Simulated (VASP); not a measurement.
These are LDA (Ceperley-Alder, Perdew-Zunger), VASP's LDA PAW potentials (set 64) (plane waves; VASP 6.6.1) values and carry that method's errors.

VASP input:

INCAR:
```
ALGO  =  Normal
EDIFF  =  1E-6
EDIFFG  =  -0.02
ENCUT  =  500
IBRION  =  2
ISIF  =  3
ISMEAR  =  1
ISPIN  =  2
LASPH  =  T
LCHARG  =  F
LMAXMIX  =  4
LORBIT  =  10
LREAL  =  F
LWAVE  =  F
MAGMOM  =  4*0.6 4*-0.0
NELM  =  100
NSW  =  40
PREC  =  Accurate
PSTRESS  =  100
SIGMA  =  0.1
SYSTEM  =  MnSi
```

KPOINTS:
```
Automatic mesh
0
Gamma
7 7 7
0 0 0
```

POSCAR:
```
MnSi
1.0
  4.3703453487   0.0000000000   0.0000000000
  0.0000000000   4.3703453487   0.0000000000
  0.0000000000   0.0000000000   4.3703453487
Mn Si
4 4
Cart
  3.7649452010   2.7905728220   1.5797725267
  1.5797725267   3.7649452010   2.7905728220
  0.6054001477   0.6054001477   0.6054001477
  2.7905728220   1.5797725267   3.7649452010
  0.6739187455   1.5112539289   2.8590914198
  2.8590914198   0.6739187455   1.5112539289
  3.6964266032   3.6964266032   3.6964266032
  1.5112539289   2.8590914198   0.6739187455
```

POTCAR, in this order: Mn_pv Si (LDA.64 set). Program: vasp_std.

The run wrote:

**OSZICAR**
```
       N       E                     dE             d eps       ncg     rms          rms(c)
DAV:   1     0.804061289426E+03    0.80406E+03   -0.35646E+04  3944   0.196E+03
DAV:   2    -0.738237783259E+01   -0.81144E+03   -0.79122E+03  3936   0.579E+02
DAV:   3    -0.753114092943E+02   -0.67929E+02   -0.65811E+02  4653   0.170E+02
DAV:   4    -0.774802189130E+02   -0.21688E+01   -0.21430E+01  4660   0.305E+01
DAV:   5    -0.775260986185E+02   -0.45880E-01   -0.45838E-01  4640   0.480E+00    0.391E+01
DAV:   6    -0.770738389289E+02    0.45226E+00   -0.20006E+02  4937   0.994E+01    0.256E+01
DAV:   7    -0.688751802477E+02    0.81987E+01   -0.72818E+01  4342   0.609E+01    0.973E+00
DAV:   8    -0.687284323467E+02    0.14675E+00   -0.30815E+00  4286   0.973E+00    0.243E+00
DAV:   9    -0.686768254972E+02    0.51607E-01   -0.24236E-01  4968   0.320E+00    0.971E-01
DAV:  10    -0.686725973911E+02    0.42281E-02   -0.68610E-03  4552   0.659E-01    0.552E-01
DAV:  11    -0.686713553642E+02    0.12420E-02   -0.26341E-03  4673   0.301E-01    0.172E-01
DAV:  12    -0.686717341389E+02   -0.37877E-03   -0.67823E-04  5358   0.170E-01    0.142E-01
DAV:  13    -0.686720238012E+02   -0.28966E-03   -0.50422E-04  5090   0.140E-01    0.978E-02
DAV:  14    -0.686722603076E+02   -0.23651E-03   -0.19571E-03  5214   0.285E-01    0.487E-02
DAV:  15    -0.686722685656E+02   -0.82580E-05   -0.13805E-04  4569   0.970E-02    0.235E-02
DAV:  16    -0.686722711780E+02   -0.26123E-05   -0.17946E-05  4549   0.320E-02    0.130E-02
DAV:  17    -0.686722709314E+02    0.24653E-06   -0.22007E-06  2718   0.116E-02
   1 F= -.63462283E+02 E0= -.63462726E+02  d E =-.634623E+02  mag=     1.7844
```

**OUTCAR**
```
------------------------ aborting loop because EDIFF is reached ----------------------------------------
  FORCE on cell =-STRESS in cart. coord.  units (eV):
  Direction    XX          YY          ZZ          XY          YZ          ZX
  --------------------------------------------------------------------------------------
  Total        5.2429536      5.2429536      5.2429536      0.0000000      0.0000000      0.0000000
  in kB      100.6327466    100.6327466    100.6327466      0.0000000      0.0000000      0.0000000
  external PRESSURE =       0.6327466 kB  Pullay stress =     100.0000000 kB
  volume of cell :       83.47
      direct lattice vectors                 reciprocal lattice vectors
     4.370345349  0.000000000  0.000000000     0.228814869  0.000000000  0.000000000
     0.000000000  4.370345349  0.000000000     0.000000000  0.228814869  0.000000000
     0.000000000  0.000000000  4.370345349     0.000000000  0.000000000  0.228814869
 POSITION                                       TOTAL-FORCE (eV/Angst)
 -----------------------------------------------------------------------------------
      3.76495      2.79057      1.57977        -0.008546      0.008546     -0.008546
      1.57977      3.76495      2.79057        -0.008546     -0.008546      0.008546
      0.60540      0.60540      0.60540         0.008546      0.008546      0.008546
      2.79057      1.57977      3.76495         0.008546     -0.008546     -0.008546
      0.67392      1.51125      2.85909        -0.007177      0.007177     -0.007177
      2.85909      0.67392      1.51125        -0.007177     -0.007177      0.007177
      3.69643      3.69643      3.69643         0.007177      0.007177      0.007177
      1.51125      2.85909      0.67392         0.007177     -0.007177     -0.007177
 -----------------------------------------------------------------------------------
    total drift:                                0.000000     -0.000001      0.000000
  FREE ENERGIE OF THE ION-ELECTRON SYSTEM (eV)
  ---------------------------------------------------
  free  energy   TOTEN  =       -68.6722709314 eV

  energy  without entropy=      -68.6735979636  energy(sigma->0) =      -68.67271328
  enthalpy is  TOTEN    =       -63.4622833558 eV   P V=        5.2099875756

 total charge

# of ion       s       p       d       tot
------------------------------------------
    1        0.370   6.453   5.434  12.256
    2        0.370   6.453   5.434  12.256
    3        0.370   6.453   5.434  12.256
    4        0.370   6.453   5.434  12.256
    5        0.754   0.978   0.000   1.731
    6        0.754   0.978   0.000   1.731
    7        0.754   0.978   0.000   1.731
    8        0.754   0.978   0.000   1.731
--------------------------------------------------
tot          4.494  29.721  21.735  55.950

 magnetization (x)

# of ion       s       p       d       tot
------------------------------------------
    1       -0.000   0.002   0.453   0.455
    2       -0.000   0.002   0.453   0.455
    3       -0.000   0.002   0.453   0.455
    4       -0.000   0.002   0.453   0.455
    5       -0.004  -0.011   0.000  -0.015
    6       -0.004  -0.011   0.000  -0.015
    7       -0.004  -0.011   0.000  -0.015
    8       -0.004  -0.011   0.000  -0.015
--------------------------------------------------
tot         -0.017  -0.035   1.811   1.759

 reached required accuracy - stopping structural energy minimisation
```
(Selected blocks of OUTCAR.)

File OUTCAR:
```
 val. band max:       12.3877509527   @ k =   0.2857   0.1429   0.1429

 cond. band min:      12.3880084394   @ k =   0.4286   0.2857   0.1429


 Fermi energy:        12.3878888972

 spin component 1

 k-point     1 :       0.0000    0.0000    0.0000
  band No.  band energies     occupation
      1     -35.2326      1.00000
      2     -35.2326      1.00000
      3     -35.2326      1.00000
      4     -35.1545      1.00000
      5     -35.1545      1.00000
      6     -35.1545      1.00000
      7     -35.1212      1.00000
      8     -35.1212      1.00000
      9     -35.0451      1.00000
     10     -35.0451      1.00000
     11     -35.0451      1.00000
     12     -34.9941      1.00000
     13      -1.0662      1.00000
     14       4.2999      1.00000
     15       4.2999      1.00000
     16       4.2999      1.00000
     17       7.2966      1.00000
     18       7.2966      1.00000
     19       7.2966      1.00000
     20       8.7381      1.00000
     21       8.7381      1.00000
     22       8.7381      1.00000
     23       9.3845      1.00000
     24       9.5584      1.00000
     25       9.5584      1.00000
     26       9.8678      1.00000
     27       9.8678      1.00000
     28       9.8678      1.00000
     29      10.5104      1.00000
     30      10.5104      1.00000
     31      10.5104      1.00000
     32      12.4260      0.20192
     33      12.4260      0.20192
     34      12.4260      0.20192
     35      12.5656     -0.01532
     36      12.5656     -0.01532
     37      13.6492     -0.00000
     38      13.6492     -0.00000
     39      13.6492     -0.00000
     40      16.1661      0.00000
     41      16.1661      0.00000

 k-point     2 :       0.1429    0.0000    0.0000
  band No.  band energies     occupation
      1     -35.2517      1.00000
      2     -35.2381      1.00000
      3     -35.2091      1.00000
      4     -35.1715      1.00000
      5     -35.1605      1.00000
...
```

The moments were started parallel, and other spin orders were not tried in this run.

The compound is MnSi in the B20 structure. It was relaxed first under an external pressure of 10 GPa.
